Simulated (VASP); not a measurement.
# Which face does Nb expose?, part 3 of 6

Aim: compare the low-index faces of Nb at one level of theory.

VASP 6.6.1; r2SCAN; plane waves and PAW (Nb_pv).

So far. Step 3 (The bulk reference, job self-consistent run, k-mesh …): The run ends at a pressure of -0.30 GPa. Step 4 (Relaxing the slab, 7 atoms, face Nb(110)): The run ended after 11 ionic steps, 0.037 eV below its first step, once the forces on the free atoms met EDIFFG = -0.03.

## 5. Potential and states of the slab, 7 atoms, face Nb(110)

A static run writes the electrostatic potential without exchange and correlation (LVHAR), which is flat in the vacuum and gives the level to count from. The dipole correction cancels the field that unlike faces would set up across the vacuum.

INCAR reads:

```
SYSTEM = Nb
PREC = Normal
ENCUT = 320
EDIFF = 1E-06
NELM = 120
ISMEAR = 1
SIGMA = 0.15
LREAL = .FALSE.
ALGO = Normal
METAGGA = R2SCAN
LASPH = .TRUE.
NBANDS = 47
LORBIT = 11
LWAVE = .FALSE.
LCHARG = .TRUE.
KPAR = 4
IDIPOL = 3
LDIPOL = .TRUE.
DIPOL = 0.5 0.5 0.5
LVHAR = .TRUE.
LVACPOTAV = .TRUE.
NEDOS = 1500
```

POSCAR reads:

```
Nb
1.0
    3.3188419198      0.0000000000      0.0000000000
    1.6594209599      2.3467756272      0.0000000000
    0.0000000000      0.0000000000     29.0806537631
Nb
7
Direct
    0.0000000000      0.0000000000      0.2603867581
    0.5000000000      0.0000000000      0.3379382280
    0.0000000000      0.0000000000      0.4189432595
    0.5000000000      0.0000000000      0.5000000000
    0.0000000000      0.0000000000      0.5810567405
    0.5000000000      0.0000000000      0.6620617720
    0.0000000000      0.0000000000      0.7396132419
```

KPOINTS reads:

```
Automatic mesh
0
Gamma
13 13 1
0 0 0
```

The projector-augmented-wave data sets are Nb_pv (PBE family, release 64).

Started as:

```console
$ mpirun -np 4 vasp_std
```

Log:

```text
[... set-up lines as in an earlier step ...]
 entering main loop
       N       E                     dE             d eps       ncg     rms          rms(c)
DAV:   1     0.668654205620E+03    0.66865E+03   -0.33228E+04  5774   0.117E+03
DAV:   2    -0.135530519916E+03   -0.80418E+03   -0.78424E+03  4965   0.656E+02
DAV:   3    -0.192033556416E+03   -0.56503E+02   -0.52681E+02  7365   0.142E+02
DAV:   4    -0.196188416985E+03   -0.41549E+01   -0.38710E+01  7116   0.379E+01
DAV:   5    -0.196452015997E+03   -0.26360E+00   -0.25488E+00  7796   0.778E+00    0.661E+01
DAV:   6    -0.231743797210E+03   -0.35292E+02   -0.28743E+02  7524   0.115E+02    0.337E+01
DAV:   7    -0.358244835344E+03   -0.12650E+03   -0.35038E+03  8119   0.157E+02    0.171E+02
DAV:   8    -0.410391913912E+03   -0.52147E+02   -0.47058E+02  6792   0.119E+02    0.607E+01
DAV:   9    -0.200419299826E+03    0.20997E+03   -0.33931E+02  7658   0.928E+01    0.262E+01
DAV:  10    -0.176218021505E+03    0.24201E+02   -0.13523E+02  7392   0.531E+01    0.184E+01
DAV:  11    -0.174529280426E+03    0.16887E+01   -0.22814E+01  7516   0.213E+01    0.169E+01
DAV:  12    -0.172407784200E+03    0.21215E+01   -0.46935E+00  7124   0.931E+00    0.120E+01
DAV:  13    -0.172406656776E+03    0.11274E-02   -0.70218E-01  6758   0.508E+00    0.109E+01
DAV:  14    -0.172441540496E+03   -0.34884E-01   -0.72204E-02  6980   0.139E+00    0.108E+01
DAV:  15    -0.172242723712E+03    0.19882E+00   -0.27979E-02  7036   0.106E+00    0.952E+00
DAV:  16    -0.171121272548E+03    0.11215E+01   -0.12322E+00  7036   0.648E+00    0.367E+00
DAV:  17    -0.171208653844E+03   -0.87381E-01   -0.11701E-01  6479   0.216E+00    0.361E+00
DAV:  18    -0.170885412886E+03    0.32324E+00   -0.89095E-01  7140   0.582E+00    0.267E+00
DAV:  19    -0.170920550729E+03   -0.35138E-01   -0.22595E-01  6704   0.356E+00    0.382E+00
DAV:  20    -0.170930888752E+03   -0.10338E-01   -0.44970E-02  8108   0.159E+00    0.351E+00
DAV:  21    -0.170923944917E+03    0.69438E-02   -0.17626E-02  6672   0.115E+00    0.189E+00
DAV:  22    -0.170923304016E+03    0.64090E-03   -0.75097E-03  7020   0.763E-01    0.128E+00
DAV:  23    -0.170915589781E+03    0.77142E-02   -0.74668E-03  6511   0.440E-01    0.108E+00
DAV:  24    -0.170912160142E+03    0.34296E-02   -0.11946E-02  6900   0.492E-01    0.963E-01
DAV:  25    -0.170913439666E+03   -0.12795E-02   -0.26848E-03  6468   0.322E-01    0.841E-01
DAV:  26    -0.170912521276E+03    0.91839E-03   -0.15863E-03  7396   0.220E-01    0.776E-01
DAV:  27    -0.170912696737E+03   -0.17546E-03   -0.28214E-04  6884   0.108E-01    0.748E-01
DAV:  28    -0.170912752818E+03   -0.56080E-04   -0.60559E-05  6956   0.703E-02    0.739E-01
DAV:  29    -0.170912761606E+03   -0.87885E-05   -0.14912E-04  6716   0.964E-02    0.729E-01
DAV:  30    -0.170912776272E+03   -0.14666E-04   -0.83544E-05  7788   0.711E-02    0.736E-01
DAV:  31    -0.170912811010E+03   -0.34738E-04   -0.36898E-05  6308   0.442E-02    0.735E-01
DAV:  32    -0.170912834288E+03   -0.23278E-04   -0.12660E-05  6292   0.259E-02    0.720E-01
DAV:  33    -0.170912860770E+03   -0.26482E-04   -0.73079E-06  4708   0.226E-02    0.614E-01
DAV:  34    -0.170912855670E+03    0.51007E-05   -0.94237E-06  5116   0.195E-02    0.534E-01
DAV:  35    -0.170912835860E+03    0.19810E-04   -0.17243E-05  6876   0.341E-02    0.405E-01
DAV:  36    -0.170912819573E+03    0.16287E-04   -0.12271E-05  6668   0.291E-02    0.303E-01
DAV:  37    -0.170912796050E+03    0.23523E-04   -0.17868E-05  7148   0.330E-02    0.185E-01
DAV:  38    -0.170912792802E+03    0.32477E-05   -0.82066E-06  5980   0.230E-02    0.115E-01
DAV:  39    -0.170912787150E+03    0.56523E-05   -0.46921E-06  4893   0.184E-02    0.721E-02
DAV:  40    -0.170912785418E+03    0.17315E-05   -0.31259E-06  4438   0.130E-02    0.491E-02
DAV:  41    -0.170912783136E+03    0.22822E-05   -0.11523E-05  5788   0.241E-02    0.153E-02
DAV:  42    -0.170912782937E+03    0.19883E-06   -0.23540E-06  4006   0.121E-02
 -----------------------------------------------------------------------------
|                                                                             |
|           W    W    AA    RRRRR   N    N  II  N    N   GGGG   !!!           |
|           W    W   A  A   R    R  NN   N  II  NN   N  G    G  !!!           |
|           W    W  A    A  R    R  N N  N  II  N N  N  G       !!!           |
|           W WW W  AAAAAA  RRRRR   N  N N  II  N  N N  G  GGG   !            |
|           WW  WW  A    A  R   R   N   NN  II  N   NN  G    G                |
|           W    W  A    A  R    R  N    N  II  N    N   GGGG   !!!           |
|                                                                             |
|     Did not find any points to average over, which means that no vacuum     |
|     field-free region was found. Please increase the size of  your cell     |
|     in the dimension of the dipole correction to obtain accurate            |
|     workfunction values.                                                    |
|                                                                             |
 -----------------------------------------------------------------------------

   1 F= -.17091278E+03 E0= -.17091232E+03  d E =-.138763E-02
```

Wall time 4.6 min (4 MPI ranks of AMD EPYC 9R45, shared host); peak memory 1.1 GiB; 16 min of CPU time.

Parts of OUTCAR (step 5):

```text
   NELECT =      77.0000    total number of electrons

 dipolmoment           0.000000      0.000000      0.000000 electrons x Angstroem

 E-fermi :   0.8760

 k-point     1 :       0.0000    0.0000    0.0000
  band No.  band energies     occupation
    ...
     32       0.0204      2.00000
     33       0.4926      2.00180
     34       0.4984      2.00214
     35       0.5291      2.00513
     36       0.9084      0.64298
     37       0.9961      0.01953
     38       1.0671     -0.07021
     39       1.1850     -0.01309
     40       1.2379     -0.00339
     41       1.3979     -0.00001
    ...

  Total       -2.6858358     -3.8901419     -0.9167857      0.0000000      0.0000000      0.0000000
  in kB      -18.9988687    -27.5178011     -6.4850913      0.0000000      0.0000000      0.0000000
  external PRESSURE =     -17.6672537 kB  Pullay stress =       0.0000000 kB

 POSITION                                       TOTAL-FORCE (eV/Angst)
 -----------------------------------------------------------------------------------
      0.00000      0.00000      7.57222         0.000000     -0.000000      0.018807
      1.65942      0.00000      9.82746        -0.000000      0.000000      0.017278
      0.00000      0.00000     12.18314        -0.000000      0.000000      0.030817
      1.65942      0.00000     14.54033        -0.000000      0.000000      0.000000
      0.00000      0.00000     16.89751        -0.000000      0.000000     -0.030817
      1.65942      0.00000     19.25319         0.000000      0.000000     -0.017278
      0.00000      0.00000     21.50844         0.000000      0.000000     -0.018807
 -----------------------------------------------------------------------------------
    total drift:                                0.000000     -0.000000      0.000000

  FREE ENERGIE OF THE ION-ELECTRON SYSTEM (eV)
  ---------------------------------------------------
  free  energy   TOTEN  =      -170.9127829374 eV

  energy  without entropy=     -170.9113953073  energy(sigma->0) =     -170.91232039

 vacuum level on the upper side and lower side of the slab         5.473         5.473

[... 7 parts as in an earlier step ...]

[... 10 further parts left out ...]
```

Numbers from this step:

| Property | Result |
| --- | --- |
| electronic cycles | 42 |
| Fermi energy | 0.876 eV |
| dipole moment | 0, 0, 0 e·Å |
| vacuum levels | 5.473, 5.473 eV |
| work functions of the upper and lower face | 4.597, 4.597 eV |

The planar average of the electrostatic potential oscillates, so the rows of the table below give means over windows of 2.27 Å about each position, cut where the curve ends. Its maxima inside the range that stand out by 2 % of the span (Å: eV): 8.7: -1.69, 11.0: -0.867, 13.4: -0.890, 15.7: -0.890, 18.1: -0.867, 20.3: -1.69. Its minima: 7.6: -8.45, 9.9: -8.28, 12.2: -8.24, 14.5: -8.27, 16.9: -8.24, 19.2: -8.28, 21.5: -8.45.

Zero at the Fermi level. Planar average of the electrostatic potential against height; means over each step:

| height (Å) | planar average of the electrostatic potential (eV) |
| --- | --- |
| 1.14 | 4.60 |
| 3.41 | 4.59 |
| 5.68 | 2.61 |
| 7.95 | -5.30 |
| 10.22 | -4.89 |
| 12.49 | -4.88 |
| 14.76 | -4.90 |
| 17.03 | -4.93 |
| 19.30 | -5.06 |
| 21.57 | -5.16 |
| 23.84 | 3.78 |
| 26.11 | 4.60 |
| 28.38 | 4.60 |

Density of states in the PAW spheres, an atom over height of the layer and energy from the Fermi level.

Values in states/eV, 22 rows by 7 columns, each cell a mean:
```
0.78 0.52 0.58 0.50 0.58 0.52 0.78
1.22 1.01 1.20 1.30 1.20 1.01 1.22
1.34 1.06 1.35 1.42 1.35 1.06 1.34
1.31 0.94 1.05 1.01 1.05 0.94 1.31
1.21 1.17 1.25 1.33 1.25 1.17 1.21
1.38 1.69 1.48 1.28 1.48 1.69 1.38
0.55 0.58 0.53 0.48 0.53 0.58 0.55
0.75 0.78 0.74 0.87 0.74 0.78 0.75
1.04 1.15 0.94 1.04 0.94 1.15 1.04
0.72 0.95 0.78 0.72 0.78 0.95 0.72
0.44 0.71 0.68 0.63 0.68 0.71 0.44
0.18 0.24 0.26 0.26 0.26 0.24 0.18
0.09 0.10 0.09 0.09 0.09 0.10 0.09
0.06 0.08 0.08 0.09 0.08 0.08 0.06
0.04 0.06 0.05 0.05 0.05 0.06 0.04
0.03 0.05 0.05 0.04 0.05 0.05 0.03
0.01 0.02 0.03 0.03 0.03 0.02 0.01
0.00 0.00 0.00 0.00 0.00 0.00 0.00
0.00 0.00 0.00 0.00 0.00 0.00 0.00
0.00 0.00 0.00 0.00 0.00 0.00 0.00
0.00 0.00 0.00 0.00 0.00 0.00 0.00
0.00 0.00 0.00 0.00 0.00 0.00 0.00
```
Columns: height of the layer (Å) from 7.6 to 21.5; rows upwards: energy from the Fermi level (eV) from -7.9 to 0.5.

Valence density in the ca plane at fractional y = 0.000, with atoms of Nb within 0.2 Å of it. It is the smooth field of the valence electrons, not physical close to the nuclei.

Values in e/Å³, 5 rows by 16 columns, each cell a mean:
```
0.3 2.2 1.7 0.3 0.3 0.6 2.8 0.9 0.3 0.3 1.5 2.4 0.2 0.0 0.0 0.0
0.7 0.4 0.4 1.0 2.0 0.4 0.5 0.3 1.7 1.4 0.4 0.4 0.1 0.0 0.0 0.0
1.1 0.2 0.2 1.7 3.5 0.4 0.2 0.3 3.0 2.4 0.3 0.2 0.1 0.0 0.0 0.0
0.5 0.7 0.6 0.7 1.3 0.4 0.9 0.4 1.1 0.9 0.6 0.8 0.1 0.0 0.0 0.0
0.3 2.8 2.2 0.3 0.2 0.7 3.5 1.1 0.2 0.3 1.9 3.0 0.2 0.0 0.0 0.0
```
Columns run along c (16.0 Å, from fractional 0.36 to 0.91 of the cell), rows up along a (3.3 Å). Atoms in or near the plane, at fractional coordinates: Nb at (0.42, 0.00), Nb at (0.50, 0.50), Nb at (0.58, 0.00), Nb at (0.66, 0.50), Nb at (0.74, 0.00).

The map of layer states is cut here 0.5 eV above the Fermi level, so it leaves out the states above that.

The vacuum level lies 4.60 eV above the Fermi level at the upper face; both faces agree, as the slab has next to no dipole.

The program found no field-free point at its default tolerance, but its printed level agrees with the flat part of the planar average.

On this mesh the fine structure of the density of states is sampling noise, and high empty states may be cut by the number of bands.

(Part 3 of 6 ends here.)

[Lines on the potential files, build, host, timing and source positions are cut from VASP's logs without a mark.]

[Logs are printed without paths, hosts, clocks, repeated set-up lines and the standing remarks that a program may print on its own settings, such as how far it seeks lower states.]

[Hosts, paths, dates, database ids (printed as entryN), source tags and the programs' standing remarks are cut or masked in the printed files.]

[Runs that stopped without an error message from VASP are left out.]
